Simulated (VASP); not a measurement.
Given:

```
CELL_PARAMETERS angstrom
      1.58032    -2.73720     0.00000
      1.58032     2.73720     0.00000
      0.00000     0.00000     3.51747
ATOMIC_POSITIONS crystal
  Zr 0.00000 0.00000 0.00000
  B  0.33333 0.66667 0.50000
  B  0.66667 0.33333 0.50000
```

Calculation: revTPSS meta-GGA, VASP's PBE PAW potentials (set 64) (plane waves; VASP). Run with 520 eV cut-off, 12×12×10 Γ-centred mesh, tetrahedra with Blöchl corrections, potentials Zr_sv B.

### Question
Give the energies of bands 6 to 12 at the high-symmetry points, in eV from the Fermi level.

### Answer

```tsv
band	Γ	M	K	A	L	H
6	-2.86	-8.84	-8.09	-7.20	-7.28	-9.09
7	-2.84	-4.11	-7.20	-1.13	-4.84	-5.16
8	-2.84	-3.25	-2.65	-1.13	-4.38	-2.89
9	-2.53	-2.96	-2.65	0.18	-2.19	-2.89
10	3.36	2.10	1.42	0.18	3.67	4.01
11	3.36	2.23	1.42	0.62	3.88	6.05
12	4.15	4.91	3.00	0.62	5.29	6.05
```

It has no gap at this level: it comes out as a metal or semimetal.

The compound is ZrB2 in the AlB2 type structure. It was relaxed first.
